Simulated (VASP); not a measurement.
Computed with PBE GGA, VASP's PBE PAW potentials (set 64) (plane waves; VASP).

VASP input:

INCAR:
```
SYSTEM=Lu
PREC=Accurate; ENCUT=150; LREAL=.False.
LASPH=.True.
EDIFF=1E-6; NELM=100; ALGO=Normal
LMAXMIX=6
ISMEAR=1; SIGMA=0.1
GGA=PE
ISIF=2
LWAVE=.False.; LCHARG=.False.
```

File KPOINTS:
```
Automatic mesh
0
Gamma
11 11 6
0 0 0
```

POSCAR:
```
Lu
1
    1.7850000000    -3.0917110000     0.0000000000
    1.7850000000     3.0917110000     0.0000000000
    0.0000000000     0.0000000000     5.6610000000
Lu
2
Direct
  0.3333330000   0.6666670000   0.2500000000
  0.6666670000   0.3333330000   0.7500000000
```

POTCAR, in this order: Lu_3 (PBE.64 set). Program: vasp_std.

At this cut-off the stress carries a Pulay error, which pulls relaxed volumes low.

Question: Estimate the energy per atom (σ→0), pressure, band gap (on the k-mesh).

Answer: 
The energy per atom (σ→0) is -4.399 eV/atom and the band gap (on the k-mesh) comes out as none (metal, semimetal or under 0.01 eV). The pressure comes out as -3.51 GPa.

File OSZICAR:
```
...
DAV:   6    -0.879860759474E+01    0.25196E-01   -0.40817E-02  2906   0.292E+00    0.136E+01
DAV:   7    -0.879783984597E+01    0.76775E-03   -0.71368E-02  3034   0.390E+00    0.354E-01
DAV:   8    -0.879752216639E+01    0.31768E-03   -0.37998E-03  2505   0.595E-01    0.847E-02
DAV:   9    -0.879755168561E+01   -0.29519E-04   -0.27970E-04  2853   0.198E-01    0.283E-02
DAV:  10    -0.879755245722E+01   -0.77161E-06   -0.29212E-05  2781   0.624E-02    0.312E-02
DAV:  11    -0.879754762987E+01    0.48274E-05   -0.15227E-06  1626   0.134E-02    0.227E-03
DAV:  12    -0.879754773571E+01   -0.10584E-06   -0.25420E-07  1362   0.159E-02
   1 F= -.87975477E+01 E0= -.87982149E+01  d E =0.200155E-02
```

The compound is Lu in the hcp structure. The cell was not relaxed at this level. The run is one of a series of settings (ENCUT = 150 against the base run), some of them coarse on purpose.
